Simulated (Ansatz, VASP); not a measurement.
# Mg3SbBr3: VASP beside Ansatz

```
Mg Sb Br
1.0
     5.71864    0.00000    0.00000
     0.00000    5.71864    0.00000
     0.00000    0.00000    5.71864
Mg Sb Br
3 1 3
Cartesian
  2.8593 2.8593 0.0000
  0.0000 2.8593 2.8593
  2.8593 0.0000 2.8593
  2.8593 2.8593 2.8593
  2.8593 0.0000 0.0000
  0.0000 2.8593 0.0000
  0.0000 0.0000 2.8593
```

Change from the starting cell: species swapped into the Ce3GaBr3 type (Pm-3m, No. 221).

Alike in both runs: functional PBE; k mesh 6 × 6 × 6; occupations gaussian, width 0.02 eV; no spin polarisation.

Ansatz relaxed the structure, and its values are those at the end. VASP's run is a single point on that final structure, the one shown.

|  | VASP | Ansatz |
| --- | --- | --- |
| version | VASP 6.6.1 | Ansatz 0.2.0 |
| potentials or method | VASP PAW PBE potentials, release 64 (Mg, Sb, Br) | scalar-relativistic, plane waves, PAW |
| plane-wave cutoff (eV) | 520 | 420 |
| valence electrons in the cell | 32 | 66 |

```tsv
	VASP	Ansatz	Ansatz less VASP
gap on the k mesh at the Fermi level (eV)	0.92	0.95	+0.025
least direct gap on the mesh (eV)	1.04	1.06	+0.024
pressure (GPa)	-0.1	0.0	+0.04
```

The two sets of potentials don't hold the same shells in valence.

Caveats: spin-orbit coupling is left out, which moves the levels of the heavy elements. A k mesh can miss the band edges.
